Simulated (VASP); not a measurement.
Here is the system:

```yaml
crystal:
  lattice:
    - [0.00000, 3.24509, 3.24509]
    - [3.24509, 0.00000, 3.24509]
    - [3.24509, 3.24509, 0.00000]
  atoms:
    - { symbol: Na, position: [0.25000, 0.25000, 0.25000] }
    - { symbol: Na, position: [0.75000, 0.75000, 0.75000] }
    - { symbol: S, position: [0.00000, 0.00000, 0.00000] }
```

These are r2SCAN meta-GGA, VASP's PBE PAW potentials (set 64) (plane waves; VASP) values and carry that method's errors. Numerical set-up: 400 eV cut-off, 5×5×5 Γ-centred mesh, Gaussian smearing of 0.050 eV, potentials Na_pv S.

### Question
Predict the energy per atom (σ→0), band gap (on the k-mesh) with the smallest direct gap where there is one.

### Answer

- band gap (on the k-mesh) = 3.15 eV
- smallest direct gap (on the k-mesh) = 3.15 eV
- energy per atom (σ→0) = -6.323 eV/atom

Total energies compare only between runs with the same potentials, cut-off and functional.

The compound is Na2S in the antifluorite structure. It was relaxed first. The start is the result of an earlier pass.
